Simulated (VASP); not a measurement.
Input of a VASP 6.6.1 run:

The input POSCAR:

```
SnSe2
1.0
    3.8109987816      0.0000000000      0.0000000000
   -1.9054993908      3.3004217586      0.0000000000
    0.0000000000      0.0000000000      6.1370000000
Sn Se
1 2
Direct
    0.0000000000      0.0000000000      0.0000000000
    0.3333333333      0.6666666667      0.2500000000
    0.6666666667      0.3333333333      0.7500000000
```

File INCAR.step1:

```
PREC     = Accurate       # precision mode
ENCUT    = 520            # plane-wave cutoff, eV
ISMEAR   = 0              # smearing method
SIGMA    = 0.05           # smearing width, eV
LREAL    = False          # projectors in reciprocal space
LASPH    = True           # aspherical terms in the spheres
NELM     = 100            # most SCF steps
NBANDS   = 20             # bands
GGA      = PE             # functional
ALGO     = Normal         # electronic algorithm
EDIFF    = 1E-4           # SCF threshold, eV
LWAVE    = True           # write WAVECAR
LCHARG   = False          # write CHGCAR
```

File INCAR.step2:

```
PREC     = Accurate       # precision mode
ENCUT    = 520            # plane-wave cutoff, eV
EDIFF    = 1E-7           # SCF threshold, eV
ISMEAR   = 0              # smearing method
SIGMA    = 0.05           # smearing width, eV
LREAL    = False          # projectors in reciprocal space
LASPH    = True           # aspherical terms in the spheres
NELM     = 100            # most SCF steps
ALGO     = Normal         # electronic algorithm
ISIF     = 2              # what is computed and relaxed
LWAVE    = False          # write WAVECAR
LCHARG   = True           # write CHGCAR
METAGGA  = R2SCAN         # meta-GGA
LMIXTAU  = True         
LELF     = True           # ELF
LVHAR    = True         
NBANDS   = 20             # bands
ISTART   = 1
```

Contents of KPOINTS:

```
regular mesh
0
Gamma
  9 9 6
```

Potentials or basis: VASP PAW PBE potentials, release 64 (Sn_d, Se).

The run is started by

```console
$ cat potpaw_PBE.64/Sn_d/POTCAR potpaw_PBE.64/Se/POTCAR > POTCAR
$ cp INCAR.step1 INCAR
$ mpirun -np 1 vasp_std > vasp.out
$ cp INCAR.step2 INCAR
$ mpirun -np 1 vasp_std > vasp.out
```

(1) What does it give for the band gap on the k mesh?

(2) Predict the largest force.

(3) What does it give for the pressure?

Results:

(1) 1.00 eV, indirect (least direct gap 1.53 eV).

(2) 0.461 eV/Å.

(3) 3.4 GPa.

Caveat: the PAW data sets were made with another functional, which shifts forces and pressure a little; spin-orbit coupling is left out, which moves the levels of the heavy elements; an odd mesh through Γ misses points on the zone boundary, where band edges often lie; the cell's inner coordinates are idealised or old, which leaves forces on the atoms.
